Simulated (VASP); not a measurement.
YAs (space group Fm-3m): computed properties

Computed with LDA (Ceperley-Alder, Perdew-Zunger), VASP's LDA PAW potentials (set 64) (plane waves; VASP 6.6.1).

| Quantity | Value |
|---|---|
| space group | Fm-3m (225) |
| cell | a = b = c = 5.701 Å, α = β = γ = 90.00° |
| volume per atom | 23.17 Å³/atom |
| band gap (over mesh and band path) | none (metal, semimetal or under 0.01 eV) |
| band gap with spin-orbit coupling | none (metallic) |
| density | 5.87 g/cm³ |

```
CELL_PARAMETERS angstrom
      0.00000     2.85070     2.85070
      2.85070     0.00000     2.85070
      2.85070     2.85070     0.00000
ATOMIC_POSITIONS crystal
  Y  0.00000 0.00000 0.00000
  As 0.50000 0.50000 0.50000
```

The structure comes from a computed database's YAs entry (Fm-3m); how it stands against other phases isn't given here. It was relaxed first, which changed the volume by -6 %. Symmetry was kept, so distortions that lower it aren't found.
